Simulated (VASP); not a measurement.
Here is the system:

```
PbO
1.0
    3.91669     0.00000     0.00000
    0.00000     3.99662     0.00000
    0.00000     0.00000     5.15630
Pb O
2 2
Direct
  0.50000   0.00000   0.77373
  0.00000   0.50000   0.22627
  0.50000   0.50000   0.00000
  0.00000   0.00000   0.00000
```

Method: r2SCAN meta-GGA, VASP's PBE PAW potentials (set 64) (plane waves; VASP). Numerical set-up: 600 eV cut-off, 6×6×4 Γ-centred mesh, Gaussian smearing of 0.050 eV, potentials Pb_d O.

Q: Which forces act on the atoms, in eV/Å?

A: 
```csv
atom,Fx,Fy,Fz
Pb1,0.000,0.000,-0.636
Pb2,0.000,0.000,0.636
O3,0.000,0.000,-0.187
O4,0.000,0.000,0.187
```

Q: Give the stress tensor in GPa (positive for a compressed cell).

A: 
```
4.35  0.00  0.00
0.00  2.76  0.00
0.00  0.00  3.30
```
The pressure is its mean diagonal, 3.47 GPa.

The compound is PbO in the litharge structure. This cell was strained or had an atom moved on purpose.
